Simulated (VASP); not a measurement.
Input:

```xyz
2
Lattice="0.0000 3.3559 3.3559 3.3559 0.0000 3.3559 3.3559 3.3559 0.0000" Properties=species:S:1:pos:R:3 pbc="T T T"
Sr     0.0000     0.0000     0.0000
Te     3.3559     3.3559     3.3559
```

All values below come from r2SCAN meta-GGA, VASP's PBE PAW potentials (set 64) (plane waves; VASP). Numerical set-up: 520 eV cut-off, 8×8×8 Γ-centred mesh, tetrahedra with Blöchl corrections, potentials Sr_sv Te.

Unless said otherwise, spin-orbit coupling is left out, though it shifts the bands of the heavy elements here.

**Question.** Give the energies of bands 6 to 11 at the high-symmetry points, in eV from the valence-band maximum.

**Answer.** 
```
band     Γ      X      U      L      W
----  ----  -----  -----  -----  -----
6     0.00  -1.97  -1.77  -2.75  -1.55
7     0.00  -0.74  -1.69  -1.06  -1.55
8     0.00  -0.74  -0.94  -1.06  -1.46
9     3.51   2.15   3.26   4.36   4.39
10    3.74   4.52   5.50   5.70   4.39
11    3.74   5.32   6.02   5.87   5.04
```

The gap is indirect, 2.15 eV, from the valence maximum at Γ to the conduction minimum at X.

The compound is SrTe in the rock salt structure. It was relaxed first.
